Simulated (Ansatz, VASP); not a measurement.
# Os (Osmium): VASP beside Ansatz, part 2 of 2

One calculation is typed for both programs; each brings its own data sets. How far apart do they land? The structure shown is the end of the Ansatz relaxation below.

VASP 6.6.1 and Ansatz 0.2.0.

So far: The starting structure; Ansatz: relaxation, PBEsol; VASP: single point, PBEsol, pair 1.

## 4. Differences

Known differences besides the potentials themselves: the data sets hold 32 valence electrons in Ansatz (on its PAW soft_1 files) and 16 in VASP; the cutoff is 420 eV in Ansatz and 600 eV in VASP; Ansatz makes its cores anew for this functional, VASP keeps those of its PBE data sets; Ansatz's pressure holds a Pulay correction, VASP's none. Total energies have different zeros and are not compared.

Both answers:

| quantity | Ansatz | VASP | difference |
| --- | --- | --- | --- |
| pressure (GPa) | -15.44 | -15.27 | -0.17 |

## 5. Ansatz: relaxation, PBEsol

This run makes the geometry at which the two programs are then compared. The cell compared in this pair holds 29.45 Å³, against 28.89 Å³ for the pair before.

The structure compared here is the end of the Ansatz relaxation.

The input, input.yaml:

```yaml
crystal:
  lattice:
    - [2.7832515717, 0.0, 0.0]
    - [-1.3916257859, 2.4103665662, 0.0]
    - [0.0, 0.0, 4.3898231594]
  atoms:
    - { symbol: Os, position: [0.3333333333, 0.6666666667, 0.25] }
    - { symbol: Os, position: [0.6666666667, 0.3333333333, 0.75] }
kpoints:
  mp_grid: { grid: [18, 18, 12] }
hamiltonian:
  xc: pbesol
  pseudopotentials: { kind: paw, azcp: { folder: soft_1 }, xc_functional: pbe }
scf:
  occupations: { method: methfessel_paxton, width: 0.2 }
output:
  forces: true
  stress: true
  eigenvalues: true
relax:
  adjacent_minimum: "off"
  f_tol: 0.001
  max_steps: 60
  cell: { stress_tol: 0.01, fix: [volume] }
```

On the command line:

```
ansatz run input.yaml --threads 4 --pin off --max-ram 10240MiB --backend cpu --events-out ev --progress --plain --runs-dir out
```

Numbers of over 12 decimals in the logs are rounded to 6 here.

The log of the run:

```text
[...]
Crystal: 2 atoms, lattice volume = 29.450 Å³
Basis set: ecut = 420 eV, 579 PW (Γ), exchange–correlation on 40×40×60 points (8 copies of the dense FFT grid, shifted against one another)
Bands: 20, of which v1, the nominal top of the filled ones, is band 16 counted from 1 (15 counted from 0)
Symmetry: 24 space group operations
[...]
k-points: 259 of 3888
[...]
k-point 258: bands = [... 12 lower, 21.0305, 21.0305, 23.0212, 23.0212, 25.7788, 25.7788, 32.1333, 32.1333]
--- Relaxed structure (3 steps of the walk, 2 accepted, 1 SCFs on fresh bases) ---
[...]
cell:  # Å, volume = 29.4498 Å³
    - [2.784242, 2.8877858032071e-11, 0]
    - [-1.392121, 2.411225, 0]
    - [0, 0, 4.386699]
  atoms:
    - { symbol: Os, position: [0.333333, 0.666667, 0.250000] }
    - { symbol: Os, position: [0.666667, 0.333333, 0.75] }
[key lines of the parts left out:]
SCF converged after 4 iterations
Free energy (F): -22504.535980 eV
Fermi energy:    24.277074 eV
P = ⅓ Tr σ = -21.9059 GPa (-219.059 kbar)
```

## 6. VASP: single point, PBEsol, pair 2

The same cell, functional, mesh and smearing now go to VASP, with its own data sets.

The input, INCAR:

```
SYSTEM = Os
PREC = Accurate
ENCUT = 600
EDIFF = 1E-06
NELM = 120
ISMEAR = 1
SIGMA = 0.2
LREAL = .FALSE.
ALGO = Normal
GGA = PS
NBANDS = 14
LASPH = .TRUE.
LORBIT = 11
LWAVE = .FALSE.
LCHARG = .FALSE.
ISIF = 2
GGA_COMPAT = .FALSE.
KPAR = 2
```

The input, POSCAR:

```
Os
1.0
    2.7842424431      0.0000000000      0.0000000000
   -1.3921212216      2.4112246860      0.0000000000
    0.0000000000      0.0000000000      4.3866991670
Os
2
Direct
    0.3333333334      0.6666666668      0.2500000000
    0.6666666668      0.3333333334      0.7500000000
```

The input, KPOINTS:

```
Automatic mesh
0
Gamma
18 18 12
0 0 0
```

The projector-augmented-wave data sets are Os (PBE family, release 64).

On the command line:

```
mpirun -np 2 vasp_std
```

The log of the run:

```text
[banner, memory and clock lines left out]
running    2 mpi-ranks, on    1 nodes
[...]
[... a notice as in an earlier step ...]

 LDA part: xc-table for (Slater+PW92), standard interpolation
 POSCAR, INCAR and KPOINTS ok, starting setup
[...]
entering main loop
       N       E                     dE             d eps       ncg     rms          rms(c)
DAV:   1     0.112042451504E+03    0.11204E+03   -0.81472E+03  7252   0.123E+03
DAV:   2    -0.194870308472E+02   -0.13153E+03   -0.11606E+03  7426   0.361E+02
DAV:   3    -0.259218543282E+02   -0.64348E+01   -0.60582E+01  9526   0.686E+01
DAV:   4    -0.260118637774E+02   -0.90009E-01   -0.89160E-01  7936   0.827E+00
[...]
DAV:  10    -0.243686373339E+02   -0.23924E-04   -0.60565E-05  9160   0.746E-02    0.136E-02
DAV:  11    -0.243686147788E+02    0.22555E-04   -0.51271E-06  7936   0.232E-02    0.166E-03
DAV:  12    -0.243686142030E+02    0.57581E-06   -0.14367E-07  4454   0.445E-03
   1 F= -.24368614E+02 E0= -.24368600E+02  d E =-.429658E-04
```

From OUTCAR (step 6):

```text
  Total       -4.0173938     -4.0173938     -4.0329651      0.0000000      0.0000000      0.0000000
  in kB     -218.5608654   -218.5608654   -219.4080032      0.0000000      0.0000000      0.0000000
  external PRESSURE =    -218.8432447 kB  Pullay stress =       0.0000000 kB

 POSITION                                       TOTAL-FORCE (eV/Angst)
 -----------------------------------------------------------------------------------
     -0.00000      1.60748      1.09667        -0.000000      0.000000      0.000000
      1.39212      0.80374      3.29002         0.000000     -0.000000      0.000000
 -----------------------------------------------------------------------------------
    total drift:                               -0.000000     -0.000000      0.000000

  FREE ENERGIE OF THE ION-ELECTRON SYSTEM (eV)
  ---------------------------------------------------
  free  energy   TOTEN  =       -24.3686142030 eV

  energy  without entropy=      -24.3685712372  energy(sigma->0) =      -24.36859988

[... 1 part as in an earlier step ...]

[... 2 further parts left out ...]
[key lines of the parts left out:]
E-fermi :   8.5414
```

The run ends at a pressure of -21.88 GPa.

## 7. Side by side

What differs besides the data sets and the points named for the pairs above, as far as they apply: the data sets hold 32 valence electrons in Ansatz (on its PAW soft_1 files) and 16 in VASP. Total energies have different zeros and are not compared.

The two programs side by side:

| quantity | Ansatz | VASP | difference |
| --- | --- | --- | --- |
| pressure (GPa) | -21.91 | -21.88 | -0.02 |

## 8. What came out

| Property | Result |
| --- | --- |
| difference in pressure (single point, PBEsol, pair 1) | -0.17 GPa |
| difference in pressure (single point, PBEsol, pair 2) | -0.022 GPa |

The difference in pressure is -0.17 GPa (single point, PBEsol, pair 1), within the 1 GPa picked in this series as the mark of a large difference. The data sets hold unlike numbers of valence electrons (32 in Ansatz and 16 in VASP), so part of the differences comes from the potentials. How closely two codes agree says nothing of how well the functional describes the real material.

[Lines on the potential files, build, host, timing and source positions are cut from VASP's logs without a mark.]

[Logs are printed without paths, hosts, clocks, repeated set-up lines and the standing remarks that a program may print on its own settings, such as how far it seeks lower states.]

[Hosts, paths, dates, database ids (printed as entryN), source tags and the programs' standing remarks are cut or masked in the printed files.]
